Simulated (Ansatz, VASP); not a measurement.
**Two plane-wave programs on BeCuI3**

```
Cu Be I
1.0
     5.09415    0.00000    0.00000
     0.00000    5.09415    0.00000
     0.00000    0.00000    5.09415
Cu Be I
1 1 3
Direct
  0.00000 0.00000 0.00000
  0.50000 0.50000 0.50000
  0.50000 0.50000 0.00000
  0.50000 0.00000 0.50000
  0.00000 0.50000 0.50000
```

The cell comes from a database or a generator and needn't be the stable form of this composition.

Alike in both runs: task single point; functional LDA; k mesh 4 × 4 × 4; occupations gaussian, width 0.05 eV; no spin polarisation.

```csv
,VASP,Ansatz
version,VASP 6.6.1,Ansatz 0.2.0
potentials or method,"VASP PAW LDA potentials, release 64 (Cu, Be, I)","scalar-relativistic, plane waves, PAW"
plane-wave cutoff (eV),520,420
valence electrons in the cell,34,72
```

Ansatz gave:

* gap on the k mesh at the Fermi level (eV): none
* pressure (GPa): 0.3

Problem. Which values does VASP return?

Solution. gap on the k mesh at the Fermi level (eV): none; pressure (GPa): 0.5.

A gap of «none» marks a metal or a gap that the smearing closes. The two sets of potentials don't hold the same shells in valence.

Caveats: the run has no spin polarisation, though such a crystal can be magnetic; semilocal functionals often make such compounds metallic where correlation or magnetic order opens a gap, which also shifts bond lengths. Spin-orbit coupling is left out, which matters for the levels of I.
